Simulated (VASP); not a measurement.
Given:

```xyz
9
Lattice="6.7247 0.0000 0.0000 -3.3623 5.8237 0.0000 0.0000 0.0000 3.5582" Properties=species:S:1:pos:R:3 pbc="T T T"
Ge     3.3623     1.9412     0.0000
Ge     0.0000     3.8825     0.0000
Ge     0.0000     0.0000     1.7791
Pt     4.1785     0.0000     1.7791
Pt     1.2731     2.2050     1.7791
Pt     4.6354     3.6187     1.7791
Pt    -0.9509     1.6470     0.0000
Pt     1.9018     0.0000     0.0000
Pt     2.4115     4.1768     0.0000
```

Level of theory: r2SCAN meta-GGA, VASP's PBE PAW potentials (set 64) (plane waves; VASP). Settings: 400 eV cut-off, 6×6×10 Γ-centred mesh, tetrahedra with Blöchl corrections, potentials Ge_d Pt.

For a metal the tetrahedron method with Blöchl corrections gives inexact stress and forces. Unless said otherwise, spin-orbit coupling is left out, though it shifts the bands of the heavy elements here.

Task: What does the run give for the energy per atom (σ→0), largest force, band gap (over mesh and band path) with the smallest direct gap where there is one?

Result: 
```
Item                                                                  Result
----------------------------------  ----------------------------------------
band gap (over mesh and band path)  none (metal, semimetal or under 0.01 eV)
energy per atom (σ→0)                                        -39.321 eV/atom
largest force                                                     0.059 eV/Å
```

Total energies compare only between runs with the same potentials, cut-off and functional.

The structure comes from a computed database's GePt2 entry (P-62m); how it stands against other phases isn't given here. It was relaxed first.
